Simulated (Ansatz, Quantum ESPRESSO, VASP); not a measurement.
**One structure in several programs: SnO (P4/nmm, 4 atoms in the cell)**

Self-consistent single point.

```xyz
4
Lattice="3.7913 0.0000 0.0000 0.0000 3.7913 0.0000 0.0000 0.0000 4.8289" Properties=species:S:1:pos:R:3 pbc="T T T"
Sn     1.8956     0.0000     3.6796
Sn     0.0000     1.8956     1.1493
O      1.8956     1.8956     0.0000
O      0.0000     0.0000     0.0000
```

Shared settings, as Ansatz (a first-principles code) writes them: kpoints.mp_grid.grid = 7 7 6; scf.occupations.method = fermi_dirac; scf.occupations.width = 0.02 eV. Potentials and cutoffs stand in the table.

| code | model | pressure (GPa) | largest force (eV/Å) | gap on the mesh (eV) | cutoff |
|---|---|---|---|---|---|
| VASP | LDA (PZ), VASP's LDA PAW potentials (set 64) | -4.44 | 0.021 | 0.306 | 400 eV |
| Quantum ESPRESSO | LDA (PZ), GBRV 1.5 ultrasoft (LDA) pseudopotentials | -1.83 | 0.064 | 0.329 | 40 Ry |
| Ansatz | LDA (PW92), default PAW files made with PBE | -2.62 | 0.125 | 0.319 | default |

Gaps are read on the mesh.

The spread over the programs that give each value: pressure within 2.61 GPa; largest force within 0.104 eV/Å; gap on the mesh within 0.023 eV.

Ansatz's pressure is given at a fixed set of plane waves, as the other plane-wave codes print theirs; with its correction for the finite basis it is -2.00 GPa (the shift of 0.62 GPa shows how far the cutoff is from converged). The same LDA comes in different parametrisations, which differ slightly. In the pressure, VASP (by 1.82) lies more than 1 GPa from the median of the plane-wave programs.

VASP's run is marked for a possible Pulay error in its stress at this cutoff; no cutoff test was made.

The starting cell has typed, rounded lattice constants, without a prior relaxation at this level. Its lattice was rescaled by a random factor within 2.5 % of one.

Left out of this page: GPAW, CP2K, Elk, FLEUR and SIESTA (not drawn, or without a comparable value).

Keys are those of Ansatz 0.2.
